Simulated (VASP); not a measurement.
VASP runs on CeO2 (space group R3m) share one base input (PBE GGA, plane waves, VASP's PBE PAW potentials (set 64)) and change the settings named in each case.

**POSCAR**
```
CeO2
1
    1.5300000000     0.8833460000     5.9239330000
   -1.5300000000     0.8833460000     5.9239330000
    0.0000000000    -1.7666920000     5.9239330000
Ce O
1 2
Direct
  0.0000000000   0.0000000000   0.0000000000
  0.7523000000   0.7523000000   0.7523000000
  0.5810000000   0.5810000000   0.5810000000
```

### KPOINTS
```
Automatic mesh
0
Gamma
6 6 6
0 0 0
```

### INCAR
```
! general
SYSTEM =CeO2
PREC   =Accurate
ENCUT  =400
LREAL  =.FALSE.   ! projection in real space or not
LASPH  =.TRUE.   ! aspherical one-centre terms

! electronic loop
EDIFF  =1E-6   ! SCF stop (eV)
NELM   =100   ! most electronic steps
ALGO   =Normal
LMAXMIX=6   ! l cut-off of mixed one-centre charges

! smearing
ISMEAR =0
SIGMA  =0.1

! functional
GGA    =PE

! spin
ISPIN  =2   ! spin-polarised
MAGMOM =1.0 2*0.0

! ions
ISIF   =2

! output
LWAVE  =.FALSE.
LCHARG =.FALSE.
LORBIT =11   ! lm-projected
```

POTCAR, in this order: Ce O (PBE.64 set). Program: vasp_std.

| change | E(σ→0) (eV/atom) | pressure (GPa) | largest force (eV/Å) | −TS (eV) |
|---|---|---|---|---|
| base run | -7.2781 | -0.54 | 3.525 | 0.0000 |
| GGA removed, POTCAR Ce O (LDA.64 set) | -8.0430 | -8.20 | 4.010 | -0.0001 |
| KPOINTS 5×5×5 Γ-centred mesh | -7.2765 | -0.48 | 3.541 | 0.0000 |
| LDAU = .TRUE., LDAUJ = 0 0, LDAUL = 3 -1, LDAUTYPE = 2, LDAUU = 3.0 0 | -6.8145 | [?] | [?] | 0.0000 |

### Question
Fill in the missing entries.

### Answer

- LDAU = .TRUE., LDAUJ = 0 0, LDAUL = 3 -1, LDAUTYPE = 2, LDAUU = 3.0 0, pressure (GPa): 2.35
- LDAU = .TRUE., LDAUJ = 0 0, LDAUL = 3 -1, LDAUTYPE = 2, LDAUU = 3.0 0, largest force (eV/Å): 3.387

Energies of different potentials or functionals have different zeros.  The moments were started parallel, and other spin orders were not tried in this run. At 400 eV the pressure can carry a Pulay error.

Left out are runs that ran out of time, are held back, or changed the cell or the kind of run, fixed moments of cells without a moment, rows past the twelfth, gaps on odd meshes, pressures of charged cells and columns that move by less than the noise.

The structure was generated: CeO2 was put into an ordered model structure, which need not be its known phase. The cell was not relaxed at this level, forces remain on its atoms.
